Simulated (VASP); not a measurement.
The cell holds one SnO₂ (rutile) (110) slab, with vacuum along c, ions free to move until forces fall under 0.03 eV/Å, no reconstruction beyond this cell, dipole correction on. Ionisation potential and electron affinity count from the cell's own band edges, surface states included.

```
CELL_PARAMETERS angstrom
      3.21996     0.00000     0.00000
      0.00000     6.74623     0.00000
      0.00000     0.00000    25.21526
ATOMIC_POSITIONS crystal
  O  0.00000 0.50000 0.31359
  O  0.00000 0.00000 0.44824
  O  0.50000 0.81464 0.35879
  O  0.50000 0.18536 0.35879
  O  0.00000 0.50000 0.41800
  O  0.00000 0.50000 0.58200
  O  0.50000 0.30197 0.50000
  O  0.50000 0.69803 0.50000
  O  0.00000 0.00000 0.55176
  O  0.50000 0.81464 0.64121
  O  0.50000 0.18536 0.64121
  O  0.00000 0.50000 0.68641
  Sn 0.00000 0.00000 0.36885
  Sn 0.50000 0.50000 0.36041
  Sn 0.00000 0.50000 0.50000
  Sn 0.50000 0.00000 0.50000
  Sn 0.00000 0.00000 0.63115
  Sn 0.50000 0.50000 0.63959
```

Method: PBEsol GGA, VASP's PBE PAW potentials (set 64) (plane waves; VASP 6.6.1). Numerical set-up: 450 eV cut-off, 6×3×1 Γ-centred mesh, Gaussian smearing of 0.050 eV, potentials O Sn_d.

Slab and bulk use different k-meshes, so the surface energy is good to a few per cent at best.

Question: Predict its surface energy, ionisation potential, electron affinity.

Answer: 
- surface energy: 1.21 J/m²
- ionisation potential: 7.31 eV
- electron affinity: 6.53 eV

The cell is a thin slab with vacuum, built from SnO2 (rutile): (110) face.
